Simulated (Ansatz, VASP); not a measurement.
## Zn34Te25S9: VASP beside Ansatz

Wanted: the spread between two codes on one cell, functional and k mesh. The structure shown is frame 16 of Ansatz's trajectory.

Method: plane waves, with VASP 6.6.1 beside it; single point at PBE, in Ansatz 0.2.0.

### Step 1. Set-up

The cell holds 68 atoms: 34 Zn, 25 Te and 9 S. Cell: a = 12.398 Å, b = 12.398 Å, c = 12.398 Å, α = 90.0°, β = 90.0°, γ = 90.0°.

### Step 2. Ansatz: dynamics, PBE

Ansatz runs on its default PAW (the set named soft_2) files.

One frame of this run of dynamics is then solved in both programs, so the motion causes no difference.

The input, input.yaml:

```yaml
crystal:
  lattice:
    - [12.398, 0.0, 0.0]
    - [0.0, 12.398, 0.0]
    - [0.0, 0.0, 12.398]
  atoms:
    - { symbol: Zn, position: [0.39545, 0.62104, 0.56592] }
    - { symbol: Zn, position: [0.69361, 0.24934, 0.44527] }
    - { symbol: Zn, position: [0.41132, 0.49171, 0.8478] }
    - { symbol: Zn, position: [0.98941, 0.23166, 0.93699] }
    - { symbol: Zn, position: [0.11076, 0.20115, 0.34684] }
    - { symbol: Zn, position: [0.56734, 0.81915, 0.30413] }
    - { symbol: Zn, position: [0.46601, 0.98046, 0.54705] }
    - { symbol: Zn, position: [0.03714, 0.7106, 0.64587] }
    - { symbol: Zn, position: [0.2352, 0.86938, 0.38416] }
    - { symbol: Zn, position: [0.34728, 0.69467, 0.12761] }
    - { symbol: Zn, position: [0.10797, 0.06309, 0.68814] }
    - { symbol: Zn, position: [0.54747, 0.93013, 0.01728] }
    - { symbol: Zn, position: [0.15257, 0.38596, 0.68825] }
    - { symbol: Zn, position: [0.75645, 0.10326, 0.74676] }
    - { symbol: Zn, position: [0.29711, 0.82115, 0.8297] }
    - { symbol: Zn, position: [0.95353, 0.76098, 0.22993] }
    - { symbol: Zn, position: [0.18165, 0.01082, 0.10234] }
    - { symbol: Zn, position: [0.65837, 0.76616, 0.73648] }
    - { symbol: Zn, position: [0.91544, 0.88513, 0.92492] }
    - { symbol: Zn, position: [0.05551, 0.5759, 0.95929] }
    - { symbol: Zn, position: [0.33818, 0.31158, 0.53324] }
    - { symbol: Zn, position: [0.59392, 0.29972, 0.02136] }
    - { symbol: Zn, position: [0.2608, 0.33253, 0.10816] }
    - { symbol: Zn, position: [0.79054, 0.45599, 0.77859] }
    - { symbol: Zn, position: [0.9536, 0.28359, 0.53025] }
    - { symbol: Zn, position: [0.42696, 0.11052, 0.26924] }
    - { symbol: Zn, position: [0.66546, 0.62877, 0.05419] }
    - { symbol: Zn, position: [0.80447, 0.06491, 0.19868] }
    - { symbol: Zn, position: [0.5223, 0.46741, 0.27271] }
    - { symbol: Zn, position: [0.3231, 0.18007, 0.85806] }
    - { symbol: Zn, position: [0.85385, 0.41621, 0.18567] }
    - { symbol: Zn, position: [0.1445, 0.50684, 0.37986] }
    - { symbol: Zn, position: [0.77335, 0.59789, 0.46248] }
    - { symbol: Zn, position: [0.87715, 0.96252, 0.51198] }
    - { symbol: Te, position: [0.77413, 0.26995, 0.88305] }
    - { symbol: Te, position: [0.20053, 0.68546, 0.49679] }
    - { symbol: Te, position: [0.27196, 0.63333, 0.93943] }
    - { symbol: Te, position: [0.00459, 0.52732, 0.75878] }
    - { symbol: Te, position: [0.08692, 0.86866, 0.78473] }
    - { symbol: Te, position: [0.87981, 0.23831, 0.30575] }
    - { symbol: Te, position: [0.34179, 0.98921, 0.95168] }
    - { symbol: Te, position: [0.62091, 0.58327, 0.84704] }
    - { symbol: Te, position: [0.88447, 0.70088, 0.03297] }
    - { symbol: Te, position: [0.49079, 0.28485, 0.38161] }
    - { symbol: Te, position: [0.33006, 0.12491, 0.63966] }
    - { symbol: Te, position: [0.93659, 0.56491, 0.31974] }
    - { symbol: Te, position: [0.66435, 0.06902, 0.54738] }
    - { symbol: Te, position: [0.04924, 0.38949, 0.06551] }
    - { symbol: Te, position: [0.77415, 0.408, 0.56929] }
    - { symbol: Te, position: [0.45046, 0.80209, 0.67436] }
    - { symbol: Te, position: [0.78516, 0.88385, 0.3136] }
    - { symbol: Te, position: [0.56315, 0.62968, 0.41399] }
    - { symbol: Te, position: [0.16973, 0.82188, 0.18989] }
    - { symbol: Te, position: [0.97051, 0.04843, 0.04847] }
    - { symbol: Te, position: [0.31099, 0.50616, 0.23272] }
    - { symbol: Te, position: [0.10856, 0.0244, 0.45779] }
    - { symbol: Te, position: [0.83049, 0.76166, 0.59069] }
    - { symbol: Te, position: [0.71001, 0.92754, 0.8644] }
    - { symbol: Te, position: [0.59838, 0.10708, 0.12544] }
    - { symbol: S, position: [0.40063, 0.33097, 0.96189] }
    - { symbol: S, position: [0.9279, 0.12118, 0.63994] }
    - { symbol: S, position: [0.1452, 0.34289, 0.4845] }
    - { symbol: S, position: [0.34234, 0.46511, 0.6728] }
    - { symbol: S, position: [0.25111, 0.16524, 0.20724] }
    - { symbol: S, position: [0.1343, 0.2252, 0.80459] }
    - { symbol: S, position: [0.41883, 0.9391, 0.36437] }
    - { symbol: S, position: [0.65976, 0.44772, 0.13344] }
    - { symbol: S, position: [0.53408, 0.76087, 0.12286] }
kpoints:
  mp_grid: { grid: [1, 1, 1] }
hamiltonian:
  xc: pbe
scf:
  occupations: { method: gaussian, width: 0.05 }
output:
  forces: true
  stress: true
md:
  timestep: 2.0
  n_steps: 47
  ensemble: nvt_nose_hoover
  temperature: 300
  initial_velocities: maxwell_boltzmann
  seed: 926
```

The run is started by

```console
> ansatz run input.yaml --threads 4 --pin off --max-ram 8192MiB --backend cpu --events-out ev --progress --plain --runs-dir out
```

Numbers of over 12 decimals in the logs are rounded to 6 here.

What it wrote:

```text
Warning: md: disabling space-group detection — thermal motion breaks the input geometry's symmetry, so no spatial operation reduces the k-mesh or symmetrises the density; time reversal is kept, so that k and −k are solved as one point where they differ and the mesh holds both, and exact exchange and, on two spinor components, a DFT+U term hold to it where the run has them: on two components no moment then forms, and  [...]
Warning: output.stress: scf.convergence.dr2_threshold = 6.8e-8 eV (the default of an md: trajectory) is looser than the 6.8e-9 eV advised for a printed stress (1e-10 eV for each atom of the cell: 68). What an SCF threshold leaves in a stress goes as its square root, and in the free energy as the threshold itself, and one threshold admits the most on a small cell: [figures from the program's tests cut] Set scf.converg [...]
Engine: ansatz 0.2.0, x86_64-unknown-linux-gnu
Pseudopotentials: kind: paw
Pseudopotential: Zn, paw, valence charge 12, recommended cutoff 420 eV (normal), Zn.paw.azcp
Pseudopotential: Te, paw, valence charge 16, recommended cutoff 420 eV (normal), Te.paw.azcp
Pseudopotential: S, paw, valence charge 6, recommended cutoff 420 eV (normal), S.paw.azcp
Functional definition: PBE
  parameter kappa = 0.804
  parameter beta = 0.066725
  exchange = pbe_x(kappa = kappa, mu = beta*pi^2/3)
  correlation = pbe_c(beta = beta)
Crystal: 68 atoms, lattice volume = 1905.702 Å³
Basis set: ecut = 420 eV, 37385 PW (Γ), exchange–correlation on 180×180×180 points (8 copies of the dense FFT grid, shifted against one another)
Bands: 518, of which v1, the nominal top of the filled ones, is band 431 counted from 1 (430 counted from 0)
Symmetry: 1 space group operations
k-points: 1
Non-local potential: Zn, projectors of the file, l = 0: 2, l = 1: 2, l = 2: 3, l = 3: 1
Non-local potential: Te, projectors of the file, l = 0: 2, l = 1: 2, l = 2: 2, l = 3: 2
Non-local potential: S, projectors of the file, l = 0: 2, l = 1: 2, l = 2: 2
PAW form: soft (Blöchl's): semilocal exchange-correlation on the pseudo side does not see the compensation charge
PAW one-centre angular grid: Zn, 590 points (default); XC on 64 Gauss nodes
PAW one-centre angular grid: Te, 590 points (default); XC on 64 Gauss nodes
PAW one-centre angular grid: S, 110 points (default); XC on 64 Gauss nodes
Initial density: superposition of atomic densities (neutral atoms: chi_scale 0, normalization atom), corrected by the library's trained network
Initial wavefunctions: pseudopotential atomic-orbital guess
Functional: x = pbe(κ = 0.804, μ = 0.219515), c = pbe(β = 0.066725)
SCF iter   1: F=—  HF=-295490.765414 eV  |F-HF|=—  |Δ(HF+E_count)|=         —  Δρ=1.56e-3  dr2=1.68e-1  ethr=1.77e-3  ⟨swp⟩=6.0  Hψ=2083  notcnv=0  defer=56
preconditioner: auto → Resta (q_TF=auto, 2.390 Å⁻¹)  ε∞=5.7  [insulator: Δε(μ)=0.372 eV  Ē_g=9.726 eV  σ=0.050 eV  W_gap=1.00  n_scr=460 (ndim 8)  ℏωp=21.0 eV  f_vac=0.093  D(μ)=0.00/eV (n_scr^D=0)  ε∞_Penn≈5.7]
SCF iter   2: F=—  HF=-295490.726680 eV  |F-HF|=—  |Δ(HF+E_count)|=   3.87e-2  Δρ=8.48e-4  dr2=3.90e-2  ethr=1.95e-5  ⟨swp⟩=2.0  Hψ=681  notcnv=0  defer=67
SCF iter   3: F=—  HF=-295490.721814 eV  |F-HF|=—  |Δ(HF+E_count)|=   4.87e-3  Δρ=4.04e-4  dr2=4.05e-3  ethr=4.52e-6  ⟨swp⟩=2.0  Hψ=734  notcnv=0  defer=67
SCF iter   4: F=—  HF=-295490.721469 eV  |F-HF|=—  |Δ(HF+E_count)|=   3.45e-4  Δρ=2.62e-4  dr2=1.28e-3  ethr=4.70e-7  ⟨swp⟩=2.0  Hψ=738  notcnv=0  defer=67
SCF iter   5: F=—  HF=-295490.721250 eV  |F-HF|=—  |Δ(HF+E_count)|=   2.20e-4  Δρ=8.14e-5  dr2=2.29e-4  ethr=1.49e-7  ⟨swp⟩=2.0  Hψ=713  notcnv=0  defer=67
SCF iter   6: F=—  HF=-295490.721329 eV  |F-HF|=—  |Δ(HF+E_count)|=   7.93e-5  Δρ=3.07e-5  dr2=3.89e-5  ethr=2.66e-8  ⟨swp⟩=2.0  Hψ=746  notcnv=0  defer=67
SCF iter   7: F=—  HF=-295490.723178 eV  |F-HF|=—  |Δ(HF+E_count)|=   1.85e-3  Δρ=1.62e-5  dr2=5.91e-6  ethr=4.51e-9  ⟨swp⟩=2.0  Hψ=824  notcnv=0  defer=78
[...]
md step    40: t =    80.00 fs  T =   240.6 K  F+E_penalty+E_count = -295490.08249556 eV  E_kin = 2.083768 eV  conserved = -295488.12464836 eV  P_inst = -1.1309 GPa  (8 SCF iters)
[... from here on, the SCF cycles and remarks between the steps are left out ...]
md step    41: t =    82.00 fs  T =   241.8 K  F+E_penalty+E_count = -295490.08225407 eV  E_kin = 2.094188 eV  conserved = -295488.12464198 eV  P_inst = -1.1244 GPa  (4 SCF iters)
md step    42: t =    84.00 fs  T =   243.0 K  F+E_penalty+E_count = -295490.08177744 eV  E_kin = 2.104839 eV  conserved = -295488.12463493 eV  P_inst = -1.1179 GPa  (2 SCF iters)
md step    43: t =    86.00 fs  T =   244.3 K  F+E_penalty+E_count = -295490.08112802 eV  E_kin = 2.115773 eV  conserved = -295488.12462795 eV  P_inst = -1.1114 GPa  (3 SCF iters)
md step    44: t =    88.00 fs  T =   245.6 K  F+E_penalty+E_count = -295490.08037314 eV  E_kin = 2.127046 eV  conserved = -295488.12462196 eV  P_inst = -1.1048 GPa  (2 SCF iters)
md step    45: t =    90.00 fs  T =   247.0 K  F+E_penalty+E_count = -295490.07957213 eV  E_kin = 2.138705 eV  conserved = -295488.12461779 eV  P_inst = -1.0982 GPa  (3 SCF iters)
md step    46: t =    92.00 fs  T =   248.3 K  F+E_penalty+E_count = -295490.07876490 eV  E_kin = 2.150772 eV  conserved = -295488.12461512 eV  P_inst = -1.0915 GPa  (3 SCF iters)
md step    47: t =    94.00 fs  T =   249.8 K  F+E_penalty+E_count = -295490.07796297 eV  E_kin = 2.163241 eV  conserved = -295488.12461460 eV  P_inst = -1.0847 GPa  (8 SCF iters)
SCF converged after 8 iterations
Free energy (F): -295490.077963 eV
Harris-Foulkes:  -295490.077963 eV  (|F-HF|=1.09e-8)
Internal energy: -295490.077963 eV  (E = F + TS)
E sigma→0 (E₀):  -295490.077963 eV
Fermi energy:    6.438764 eV
--- Per-component energies (eV) ---
  E_band       = -7317.897062
  E_kinetic    = 9885.322956
  E_local      = -105856.592586  (includes V_loc(G=0)·N_el)
  E_nonlocal   = 13400.287348
  E_hartree    = 51731.340302
  E_xc         = -8605.250948
  E_vxc        = -5102.519003  (∫ρ·V_xc dr)
  E_paw        = -184147.426108  (= ΣΔE_a)
  E_vpaw       = -23107.055355  (= ΣTr[D̂ρ^β])
  E_aug_tail   = -0.017091  (compensation charges beyond the density's cutoff)
  E_ewald      = -71897.741836
  E_smearing   = -0.000000  (= −TS)
  E_closure    = 0.000000  (closes the sum)
  Σ components = -295490.077963   (vs F -295490.077963, Δ=0.00e0)
--- Forces (eV/Å), atoms counted from 1 ---
  atom   1  Zn     0.03156617    -0.04704111    -0.05719403
  atom   2  Zn     0.09720772     0.00407207    -0.21220807
  atom   3  Zn    -0.17848947    -0.14269490    -0.05940183
  atom   4  Zn     0.05321225     0.14103999     0.32400507
  atom   5  Zn    -0.04529323     0.13650790     0.19672485
  atom   6  Zn     0.20563533    -0.28428580    -0.16745116
  atom   7  Zn     0.15816229    -0.53365089     0.33712181
  atom   8  Zn    -0.33353662     0.27776635    -0.08371596
  atom   9  Zn     0.19867858    -0.14308054    -0.19013317
  atom  10  Zn     0.02043887    -0.01680108     0.09513285
  atom  11  Zn     0.12415916    -0.06381484     0.27942465
  atom  12  Zn     0.54098727     0.08356416    -0.20328808
  atom  13  Zn     0.08352374     0.55140064    -0.19027785
  atom  14  Zn     0.19955356    -0.00763516     0.41428325
  atom  15  Zn     0.26839792     0.25728900     0.16800088
  atom  16  Zn     0.03510218     0.16097650    -0.05579318
  atom  17  Zn     0.16207315    -0.17127216     0.16116490
  atom  18  Zn    -0.12721492     0.04859646     0.47201517
  atom  19  Zn    -0.05797450     0.18402294    -0.17438495
  atom  20  Zn     0.04375340     0.06320110    -0.27008226
  atom  21  Zn     0.26076480     0.48521723    -0.18274534
  atom  22  Zn     0.39079966    -0.16164786     0.40475107
  atom  23  Zn    -0.07507216    -0.16014640     0.03292293
  atom  24  Zn     0.03712005    -0.06311154    -0.14792760
[...]
atom  61  S      0.08455794     0.23624912     0.44234828
  atom  62  S      0.71035209     0.34968260    -0.01498641
  atom  63  S      0.12791145    -0.37016503    -0.09267097
  atom  64  S     -0.03503856    -0.51635560     0.37873364
  atom  65  S     -0.25921511     0.05341333    -0.31578109
  atom  66  S     -0.54181105    -0.00060212    -0.06241367
  atom  67  S      0.19367084     0.23506423    -0.48208262
  atom  68  S     -0.18617630    -0.57105307     0.22737821
  max |Σ_I F_I| component: 1.44e-5 eV/Å
--- Stress (GPa, compression-positive) ---
       -3.214266      -0.692369       1.331718
       -0.692369      -0.861743      -0.128200
        1.331718      -0.128200       0.452743
  P = ⅓ Tr σ = -1.2078 GPa (-12.078 kbar)
--- MD trajectory: 47 steps, t = 0.0 → 94.0 fs ---
  final state: T = 249.8 K   F+E_penalty+E_count = -295490.07796297 eV   E_kin = 2.163241 eV
  conserved energy: peak-to-peak 5.992e-4 eV (8.812e-6 eV/atom) over 94.0 fs
```

The column dr2 measures how far the density is from self-consistency, as an energy; F and HF (Harris–Foulkes) agree once it is small.

[end of part 1 of 2]

[Lines on the potential files, build, host, timing and source positions are cut from VASP's logs without a mark.]

[Logs are printed without paths, hosts, clocks, repeated set-up lines and the standing remarks that a program may print on its own settings, such as how far it seeks lower states.]

[Hosts, paths, dates, database ids (printed as entryN), source tags and the programs' standing remarks are cut or masked in the printed files.]
